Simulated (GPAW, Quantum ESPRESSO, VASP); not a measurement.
# One structure in several programs: Al2MgC2 (P-3m1, 5 atoms in the cell)

Self-consistent single point.

```
CELL_PARAMETERS angstrom
      3.34691     0.00000     0.00000
     -1.67345     2.89851     0.00000
      0.00000     0.00000     5.74859
ATOMIC_POSITIONS crystal
  Mg 0.00000 0.00000 0.00000
  Al 0.66667 0.33333 0.35001
  Al 0.33333 0.66667 0.64999
  C  0.33333 0.66667 0.27008
  C  0.66667 0.33333 0.72992
```

Shared settings, as Quantum ESPRESSO writes them: occupations = fixed; K_POINTS = automatic 8 8 4 0 0 0. Potentials and cutoffs stand in the table.

| code | model | pressure (GPa) | largest force (eV/Å) | gap on the mesh (eV) | cutoff |
|---|---|---|---|---|---|
| VASP | LDA (PZ), VASP's LDA PAW potentials (set 64) | -1.55 | 0.073 | 1.847 | 400 eV |
| GPAW | LDA (Perdew-Wang 92), GPAW PAW datasets LDA (gpaw-data 1.0.1) | – | 0.074 | 1.850 | 900 eV |
| Quantum ESPRESSO | LDA (PZ), GBRV 1.5 ultrasoft (LDA) pseudopotentials | -0.62 | 0.054 | 1.848 | 40 Ry |

Size of the force on each atom (eV/Å): Sizes of forces hide their directions.

```json
[
 {"code": "VASP", "Mg1": "0.000", "Al2": "0.018", "Al3": "0.018", "C4": "0.073", "C5": "0.073"},
 {"code": "GPAW", "Mg1": "0.000", "Al2": "0.028", "Al3": "0.028", "C4": "0.074", "C5": "0.074"},
 {"code": "Quantum ESPRESSO", "Mg1": "0.000", "Al2": "0.022", "Al3": "0.022", "C4": "0.054", "C5": "0.054"}
]
```

A dash marks a value that a program does not give, or that is left out as unsure.

Gaps are read on the mesh.

The spread over the programs that give each value: pressure within 0.93 GPa; largest force within 0.020 eV/Å; gap on the mesh within 0.003 eV.

The pressure of GPAW is left out: its cutoff lies under the one at which its stress was checked.

VASP's run is marked for a possible Pulay error in its stress at this cutoff; no cutoff test was made.

VASP ran the fixed occupations as a Gaussian smearing of 0.01 eV.

The starting cell comes from a database of computed structures (which also holds hypothetical and non-ambient phases and stackings), without a prior relaxation at this level. Its lattice was rescaled by a random factor within 2.5 % of one.

Left out of this page: Ansatz, CP2K, Elk and SIESTA (not drawn, or without a comparable value); ABINIT (with a known weakness of the program).
